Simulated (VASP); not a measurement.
## ScAl3: structure and properties in VASP

How well does BLYP reproduce what experiment finds for ScAl3? The cell is relaxed first, and properties follow on it. The steps: relaxing cell and atoms (BLYP), second relaxation, density, ELF and potential (BLYP), band structure (BLYP), total and projected DOS (BLYP), zone-centre phonons (BLYP), electric field gradients (BLYP), core-level energies (BLYP), volume scan with BLYP, fit for BLYP and a single point (BLYP), changed input. The start is a computed cell from the Materials Project.

Program: VASP 6.6.1. Level of theory: BLYP; plane waves and PAW (Sc_sv, Al). Results are calculated unless marked as measured.

**Measured values to reproduce.**

“A Combined Experimental and First-Principles Based Assessment of Finite-Temperature Thermodynamic Properties of Intermetallic Al3Sc” (2021, pmc:8067998) quotes from earlier work for Al3Sc, L12 ordered cubic (bulk crystal, 300 K): lattice constant a (a at ambient temperature) 4.103 Å [Literature value at ambient temperature, not corrected to 0 K].

### 1. Set-up

Before any relaxation, the start is as follows. Symmetry: Pm-3m, No. 221, cubic system. Conventional cell: a = 4.088 Å, b = 4.088 Å, c = 4.088 Å, α = 90.00°, β = 90.00°, γ = 90.00°. Nearest to Sc lie 12 Al at 2.89 Å. Al has 8 Al at 2.89 Å and 4 Sc at 2.89 Å nearest. Farther neighbours are not listed.

Structure file:

```cif
data_structure
_symmetry_space_group_name_H-M 'P 1'
_symmetry_Int_Tables_number 1
_cell_length_a 4.0878
_cell_length_b 4.0878
_cell_length_c 4.0878
_cell_angle_alpha 90.000
_cell_angle_beta 90.000
_cell_angle_gamma 90.000
_cell_volume 68.31
loop_
_atom_site_label
_atom_site_type_symbol
_atom_site_fract_x
_atom_site_fract_y
_atom_site_fract_z
_atom_site_occupancy
Sc1 Sc 0.00000 0.00000 0.00000 1
Al2 Al 0.50000 0.50000 0.00000 1
Al3 Al 0.00000 0.50000 0.50000 1
Al4 Al 0.50000 0.00000 0.50000 1
```

### 2. Relaxing cell and atoms (BLYP)

Properties are meant for the cell that this level of theory prefers, so cell and atoms are relaxed first (ISIF = 3) until forces and stress are small; EDIFFG sets the threshold. BLYP comes from molecular chemistry and underbinds dense solids.

Contents of INCAR:

```
SYSTEM = ScAl3
PREC = Accurate
ENCUT = 400
EDIFF = 1E-06
NELM = 100
ISMEAR = -1
SIGMA = 0.05
LREAL = .FALSE.
ALGO = Normal
GGA = B5
ALDAX = 1
AGGAX = 1
AGGAC = 1
ALDAC = 0
NBANDS = 16
LORBIT = 11
LWAVE = .FALSE.
LCHARG = .FALSE.
KPAR = 2
IBRION = 2
NSW = 60
ISIF = 3
EDIFFG = -0.01
```

Contents of POSCAR:

```
ScAl3
1.0
    4.0878065700      0.0000000000      0.0000000000
    0.0000000000      4.0878065700      0.0000000000
    0.0000000000      0.0000000000      4.0878065700
Sc Al
1 3
Direct
    0.0000000000      0.0000000000      0.0000000000
    0.5000000000      0.5000000000      0.0000000000
    0.0000000000      0.5000000000      0.5000000000
    0.5000000000      0.0000000000      0.5000000000
```

Contents of KPOINTS:

```
Automatic mesh
0
Gamma
7 7 7
0 0 0
```

PAW data sets: Sc_sv and Al (PBE family, release 64).

Command:

```
$ mpirun -np 2 vasp_std
```

The log of the run:

```text
[banner, memory and clock lines left out]
running    2 mpi-ranks, on    1 nodes
 distrk:  each k-point on    1 cores,    2 groups
 distr:  one band on    1 cores,    1 groups

 POSCAR found type information on POSCAR ScAl
 POSCAR found :  2 types and       4 ions
|                                                                             |
|               ----> ADVICE to this user running VASP <----                  |
|                                                                             |
|     You enforced a specific xc type in the INCAR file but a different       |
|     [... a line on the potential file left out ...]
|     I HOPE YOU KNOW WHAT YOU ARE DOING!                                     |
|                                                                             |

 LDA part: xc-table for (Slater(with rela. corr.)+VWN5), standard interpolation
 POSCAR, INCAR and KPOINTS ok, starting setup
 FFT: planning ... GRIDC
 FFT: planning ... GRID_SOFT
 FFT: planning ... GRID
 WAVECAR not read
 entering main loop
       N       E                     dE             d eps       ncg     rms          rms(c)
DAV:   1     0.937123467483E+02    0.93712E+02   -0.72470E+03   640   0.923E+02
DAV:   2    -0.118253477579E+02   -0.10554E+03   -0.10347E+03   664   0.285E+02
DAV:   3    -0.160226842901E+02   -0.41973E+01   -0.41200E+01   976   0.514E+01
DAV:   4    -0.161021096000E+02   -0.79425E-01   -0.79353E-01   848   0.780E+00
DAV:   5    -0.161047388010E+02   -0.26292E-02   -0.26290E-02   968   0.134E+00    0.848E+00
DAV:   6    -0.152876591521E+02    0.81708E+00   -0.46154E+00  1048   0.219E+01    0.277E+00
DAV:   7    -0.152669844188E+02    0.20675E-01   -0.16283E-01   968   0.381E+00    0.190E+00
DAV:   8    -0.152616325541E+02    0.53519E-02   -0.61769E-02  1064   0.222E+00    0.338E-01
DAV:   9    -0.152622762551E+02   -0.64370E-03   -0.24744E-02  1008   0.172E+00    0.254E-01
DAV:  10    -0.152614294106E+02    0.84684E-03   -0.11101E-02  1024   0.108E+00    0.759E-02
DAV:  11    -0.152613437700E+02    0.85641E-04   -0.13252E-03  1032   0.362E-01    0.284E-02
DAV:  12    -0.152613265324E+02    0.17238E-04   -0.97134E-05  1048   0.108E-01    0.386E-03
DAV:  13    -0.152613266045E+02   -0.72154E-07   -0.19757E-06   792   0.913E-03
   1 F= -.15261327E+02 E0= -.15255253E+02  d E =-.152613E+02
 curvature:   0.00 expect dE= 0.000E+00 dE for cont linesearch  0.000E+00
 trial: gam= 0.00000 g(F)=  0.000E+00 g(S)=  0.983E-01 ort = 0.000E+00 (trialstep = 0.100E+01)
 search vector abs. value=  0.983E-01
 bond charge predicted
       N       E                     dE             d eps       ncg     rms          rms(c)
DAV:   1    -0.158098128331E+02   -0.54849E+00   -0.12724E+01   808   0.475E+01    0.571E+00
DAV:   2    -0.154162933222E+02    0.39352E+00   -0.59731E+00   968   0.273E+01    0.148E+00
DAV:   3    -0.153107822050E+02    0.10551E+00   -0.43214E-01  1024   0.522E+00    0.655E-01
DAV:   4    -0.152987984399E+02    0.11984E-01   -0.91336E-02   984   0.164E+00    0.302E-01
DAV:   5    -0.152987704433E+02    0.27997E-04   -0.59622E-02  1120   0.232E+00    0.317E-01
DAV:   6    -0.152962083675E+02    0.25621E-02   -0.19595E-02  1016   0.128E+00    0.395E-02
DAV:   7    -0.152961755873E+02    0.32780E-04   -0.31194E-04   976   0.152E-01    0.159E-02
DAV:   8    -0.152961747704E+02    0.81686E-06   -0.75584E-06   960   0.164E-02
   2 F= -.15296175E+02 E0= -.15289644E+02  d E =-.348482E-01
 trial-energy change:   -0.034848  1 .order   -0.037355   -0.098305    0.023596
 step:   0.7857(harm=  0.8064)  dis= 0.00000  next Energy=   -15.298728 (dE=-0.374E-01)
 bond charge predicted
       N       E                     dE             d eps       ncg     rms          rms(c)
DAV:   1    -0.153203853427E+02   -0.24210E-01   -0.56150E-01   800   0.101E+01    0.112E+00
DAV:   2    -0.153015487070E+02    0.18837E-01   -0.14972E-01   936   0.439E+00    0.236E-01
DAV:   3    -0.152994416471E+02    0.21071E-02   -0.90539E-03  1032   0.751E-01    0.149E-01
DAV:   4    -0.152989219685E+02    0.51968E-03   -0.14483E-03   752   0.429E-01    0.577E-02
DAV:   5    -0.152989229444E+02   -0.97587E-06   -0.71808E-05   872   0.796E-02    0.749E-03
DAV:   6    -0.152989223142E+02    0.63014E-06   -0.64455E-06   856   0.293E-02
   3 F= -.15298922E+02 E0= -.15292549E+02  d E =-.375957E-01
 curvature:  -0.40 expect dE=-0.253E-05 dE for cont linesearch -0.253E-05
 trial: gam= 0.00000 g(F)=  0.882E-69 g(S)=  0.634E-05 ort =-0.789E-03 (trialstep = 0.957E+00)
 search vector abs. value=  0.634E-05
 reached required accuracy - stopping structural energy minimisation
```

It took 36 s on 2 MPI ranks of AMD EPYC 7R43, shared host; peak memory 0.26 GiB; 62 s of CPU time.

Lines that name or quote the potential files are left out of all logs, and their timing lines are given in words.

Parts of OUTCAR (step 2):

```text
ion  position               nearest neighbor table
   1  0.000  0.000  0.000-   2 2.89   3 2.89   4 2.89   3 2.89   4 2.89   2 2.89   3 2.89   3 2.89
                             2 2.89   4 2.89   4 2.89   2 2.89
   2  0.500  0.500  0.000-   1 2.89   3 2.89   4 2.89   3 2.89   4 2.89   1 2.89   4 2.89   4 2.89
                             1 2.89   3 2.89   3 2.89   1 2.89
   3  0.000  0.500  0.500-   1 2.89   2 2.89   4 2.89   1 2.89   2 2.89   1 2.89   4 2.89   1 2.89
                             2 2.89   4 2.89   2 2.89   4 2.89
   4  0.500  0.000  0.500-   1 2.89   2 2.89   3 2.89   1 2.89   2 2.89   2 2.89   3 2.89   2 2.89
                             1 2.89   3 2.89   1 2.89   3 2.89

  LATTYP: Found a simple cubic cell.
 ALAT       =     4.0878065700

 Subroutine GETGRP returns: Found 48 space group operations
 (whereof 48 operations were pure point group operations)

The static configuration has the point symmetry O_h .

 Found     20 irreducible k-points:

   k-points           NKPTS =     20   k-points in BZ     NKDIM =     20   number of bands    NBANDS=     16

   dimension x,y,z NGX =    28 NGY =   28 NGZ =   28
   dimension x,y,z NGXF=    56 NGYF=   56 NGZF=   56

   ENCUT  =  400.0 eV  29.40 Ry    5.42 a.u.   6.67  6.67  6.67*2*pi/ulx,y,z

   NELECT =      20.0000    total number of electrons

 k-points in reciprocal lattice and weights: Automatic mesh
   0.00000000  0.00000000  0.00000000       0.003
   0.14285714  0.00000000  0.00000000       0.017
   0.28571429  0.00000000  0.00000000       0.017
   0.42857143  0.00000000  0.00000000       0.017
   0.14285714  0.14285714  0.00000000       0.035
   0.28571429  0.14285714  0.00000000       0.070
   0.42857143  0.14285714  0.00000000       0.070
   0.28571429  0.28571429  0.00000000       0.035
   0.42857143  0.28571429  0.00000000       0.070
[...]
0.42857143  0.42857143  0.28571429       0.070
   0.42857143  0.42857143  0.42857143       0.023

 average (electrostatic) potential at core
       1 -43.4305       2 -73.4094       3 -73.4094       4 -73.4094

 E-fermi :   7.2350

 k-point     1 :       0.0000    0.0000    0.0000
  band No.  band energies     occupation
    ...
      6       4.7391      2.00000
      7       4.7391      2.00000
      8       5.5505      2.00000
      9       5.5505      2.00000
     10       5.5505      2.00000
     11       8.5222      0.00000
     12       8.5222      0.00000
     13       8.5222      0.00000
     14       8.8852      0.00000
     15      11.4998      0.00000
    ...

 k-point     2 :       0.1429    0.0000    0.0000
  band No.  band energies     occupation
    ...
      6       3.5080      2.00000
      7       4.8890      2.00000
      8       5.5754      2.00000
      9       5.5754      2.00000
     10       6.3821      2.00000
     11       8.4327      0.00000
     12       8.4327      0.00000
     13       8.5722      0.00000
     14       9.5238      0.00000
     15      10.4189      0.00000
    ...

 k-point     3 :       0.2857    0.0000    0.0000
  band No.  band energies     occupation
    ...
      5      -1.7243      2.00000
      6       1.9112      2.00000
      7       5.3160      2.00000
      8       5.6259      2.00000
      9       5.6259      2.00000
     10       7.3353      0.23695
     11       8.3075      0.00000
     12       8.3075      0.00000
     13       8.6910      0.00000
     14       9.0155      0.00000
    ...

  Total       -0.0132376     -0.0132376     -0.0132376     -0.0000000     -0.0000000     -0.0000000
  in kB       -0.2963854     -0.2963854     -0.2963854     -0.0000000     -0.0000000     -0.0000000
  external PRESSURE =      -0.2963854 kB  Pullay stress =       0.0000000 kB

  energy-cutoff  :      400.00
  volume of cell :       71.56
      direct lattice vectors                 reciprocal lattice vectors
     4.151653166  0.000000000 -0.000000000     0.240867905 -0.000000000  0.000000000
     0.000000000  4.151653166  0.000000000    -0.000000000  0.240867905 -0.000000000
    -0.000000000  0.000000000  4.151653166     0.000000000 -0.000000000  0.240867905

 POSITION                                       TOTAL-FORCE (eV/Angst)
 -----------------------------------------------------------------------------------
      0.00000      0.00000      0.00000         0.000000     -0.000000      0.000000
      2.07583      2.07583     -0.00000         0.000000      0.000000      0.000000
     -0.00000      2.07583      2.07583        -0.000000      0.000000      0.000000
      2.07583      0.00000      2.07583         0.000000     -0.000000      0.000000
 -----------------------------------------------------------------------------------
    total drift:                               -0.000000     -0.000000     -0.000000

  FREE ENERGIE OF THE ION-ELECTRON SYSTEM (eV)
  ---------------------------------------------------
  free  energy   TOTEN  =       -15.2989223142 eV

  energy  without entropy=      -15.2861751024  energy(sigma->0) =      -15.29254871

 reached required accuracy - stopping structural energy minimisation

 total charge
# of ion       s       p       d       tot
------------------------------------------
    1        2.175   6.125   1.287   9.588
    2        0.422   0.371   0.000   0.793
    3        0.422   0.371   0.000   0.793
    4        0.422   0.371   0.000   0.793
--------------------------------------------------
tot          3.441   7.237   1.287  11.966

[... 3 further parts left out ...]
```

CONTCAR:

```
ScAl3
   1.00000000000000
     4.1516531659682308    0.0000000000000000   -0.0000000000000000
     0.0000000000000000    4.1516531659682308    0.0000000000000000
    -0.0000000000000000    0.0000000000000000    4.1516531659682308
  Sc              Al
     1     3
Direct
     0.0000000000000000    0.0000000000000000    0.0000000000000000
     0.5000000000000000    0.5000000000000000    0.0000000000000000
     0.0000000000000000    0.5000000000000000    0.5000000000000000
     0.5000000000000000    0.0000000000000000    0.5000000000000000
```

The k-mesh is coarse for a metal. The PAW data sets were made with PBE, which is usual practice but a small mismatch for other functionals. The run keeps the 48 symmetry operations of its start, so it cannot find a distortion of lower symmetry.

Step by step:

```
step  energy less that of the first step (eV)  largest force (eV/Å)  pressure (GPa)  volume (Å³)
   1                                   0.0000                0.0000            3.87        68.31
   2                                  -0.0348                0.0000           -0.87        72.46
   3                                  -0.0376                0.0000           -0.03        71.56
```

```
conventional cell, symmetrised  before  after  change
                         a (Å)   4.088  4.152  +1.6 %
                         b (Å)   4.088  4.152  +1.6 %
                         c (Å)   4.088  4.152  +1.6 %
              volume (Å³/atom)   17.08  17.89  +4.8 %
```

The relaxed structure:

```cif
data_structure
_symmetry_space_group_name_H-M 'P 1'
_symmetry_Int_Tables_number 1
_cell_length_a 4.1517
_cell_length_b 4.1517
_cell_length_c 4.1517
_cell_angle_alpha 90.000
_cell_angle_beta 90.000
_cell_angle_gamma 90.000
_cell_volume 71.56
loop_
_atom_site_label
_atom_site_type_symbol
_atom_site_fract_x
_atom_site_fract_y
_atom_site_fract_z
_atom_site_occupancy
Sc1 Sc 0.00000 0.00000 0.00000 1
Al2 Al 0.50000 0.50000 0.00000 1
Al3 Al 0.00000 0.50000 0.50000 1
Al4 Al 0.50000 0.00000 0.50000 1
```

This step gave:

* electrons: 20
* bands: 16
* irreducible k-points: 20
* symmetry operations: 48
* free energy (TOTEN): -15.30 eV
* energy at zero smearing: -15.29 eV
* Fermi energy: 7.235 eV
* pressure: -0.02964 GPa
* metallic: yes
* SCF cycles over all ionic steps: 27

It ends with forces that vanish by symmetry and a pressure of -0.03 GPa.

(Part 1 of 6 ends here.)

[Lines on the potential files, build, host, timing and source positions are cut from VASP's logs without a mark.]

[Logs are printed without paths, hosts, clocks, repeated set-up lines and the standing remarks that a program may print on its own settings, such as how far it seeks lower states.]

[Hosts, paths, dates, database ids (printed as entryN), source tags and the programs' standing remarks are cut or masked in the printed files.]

[A measured line is paired with the nearest computed mode of its activity, which favours agreement.]
